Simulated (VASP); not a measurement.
Here is the system:

```
CELL_PARAMETERS angstrom
      0.00000     3.04777     3.04777
      3.04777     0.00000     3.04777
      3.04777     3.04777     0.00000
ATOMIC_POSITIONS crystal
  Sr 0.00000 0.00000 0.00000
```

The numbers are results of r2SCAN meta-GGA, VASP's PBE PAW potentials (set 64) (plane waves; VASP 6.6.1), not measurements. Settings: 480 eV cut-off, 10×10×10 Γ-centred mesh, first-order Methfessel-Paxton smearing of 0.10 eV, potentials Sr_sv.

Energy and stress use the plane-wave basis of the starting cell.

Task: The ions, cell shape and volume at an external pressure of 2.0 GPa are relaxed. Which structure does the run end with?

Result: 
```
CELL_PARAMETERS angstrom
      0.00000     2.90698     2.90698
      2.90698     0.00000     2.90698
      2.90698     2.90698     0.00000
ATOMIC_POSITIONS crystal
  Sr 0.00000 0.00000 0.00000
```
Space group Fm-3m (225), at a tolerance of 0.03 Å.

Task: How do energy and volume change from the first to the last step?

Result: The energy (σ→0) changes by +43.7 meV/atom and the volume by -13.2 %, in 4 ionic steps.

The compound is Sr in the fcc structure. This run relaxes it under an external pressure of 2 GPa. Symmetry was kept, so distortions that lower it aren't found.
